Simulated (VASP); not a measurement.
Given:

```
CELL_PARAMETERS angstrom
      3.13986     0.00000     0.00000
      0.00000    15.40714     0.00000
      0.00000     0.00000    18.53290
ATOMIC_POSITIONS crystal
  Zn 0.75000 0.00000 0.42662
  Zn 0.75000 0.50000 0.42662
  Zn 0.25000 0.83325 0.37771
  Zn 0.25000 0.33325 0.47554
  Zn 0.25000 0.16650 0.37771
  Zn 0.25000 0.66650 0.47554
  Zn 0.25000 0.00000 0.57337
  Zn 0.25000 0.50000 0.57337
  Zn 0.75000 0.83325 0.52446
  Zn 0.75000 0.33325 0.62229
  Zn 0.75000 0.16650 0.52446
  Zn 0.75000 0.66650 0.62229
  O  0.75000 0.87460 0.42662
  O  0.75000 0.37460 0.42662
  O  0.25000 0.70785 0.37771
  O  0.25000 0.20785 0.47554
  O  0.25000 0.04150 0.37771
  O  0.25000 0.54150 0.47554
  O  0.25000 0.87460 0.57337
  O  0.25000 0.37460 0.57337
  O  0.75000 0.70785 0.52446
  O  0.75000 0.20785 0.62229
  O  0.75000 0.04150 0.52446
  O  0.75000 0.54150 0.62229
```

Calculation: LDA (Ceperley-Alder, Perdew-Zunger), VASP's LDA PAW potentials (set 64) (plane waves; VASP). Run with LREAL = Auto, 400 eV cut-off, 7×2×1 Γ-centred mesh, Fermi-Dirac smearing of 0.10 eV, potentials Zn O.

The cell holds a wide vacuum, so values per volume refer to the whole cell.

Question: What does the run give for the energy per atom (σ→0), band gap (on the k-mesh) with the smallest direct gap where there is one?

Answer: 
```json
{
  "band gap (on the k-mesh)": "none (metal, semimetal or under 0.01 eV)",
  "energy per atom (σ→0)": "-4.714 eV/atom"
}
```

The absolute energy has meaning only against runs of the same code, potentials and settings.

The cell is a sheet with vacuum, built from a generated structure.
